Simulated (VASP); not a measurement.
Here is the system:

```
CELL_PARAMETERS angstrom
      0.00000     3.03475     2.92835
      3.00150     0.00000     2.92835
      3.00150     3.03475     0.00000
ATOMIC_POSITIONS crystal
  Al 0.25000 0.25000 0.25000
  Al 0.75000 0.75000 0.75000
  Pt 0.98493 0.01507 0.01507
```

All values below come from PBE GGA with D3 dispersion (Becke-Johnson damping), VASP's PBE PAW potentials (set 64) (plane waves; VASP 6.6.1). Settings: 400 eV cut-off, 8×8×8 Γ-centred mesh, first-order Methfessel-Paxton smearing of 0.10 eV, potentials Al Pt.

Unless said otherwise, spin-orbit coupling is left out, though it shifts the bands of the heavy elements here.

Task: Estimate the energy per atom (σ→0), pressure, largest force, band gap (on the k-mesh) with the smallest direct gap where there is one.

Result: 
```
Item                                                         Value
------------------------  ----------------------------------------
band gap (on the k-mesh)  none (metal, semimetal or under 0.01 eV)
energy per atom (σ→0)                               -5.812 eV/atom
pressure                                                 -5.57 GPa
largest force                                           0.680 eV/Å
```

Total energies compare only between runs with the same potentials, cut-off and functional.

The compound is PtAl2 in the fluorite structure. The cell was not relaxed at this level, atoms are displaced from their ideal sites. The run is one of a series of settings (IVDW = 12 against the base run), some of them coarse on purpose.
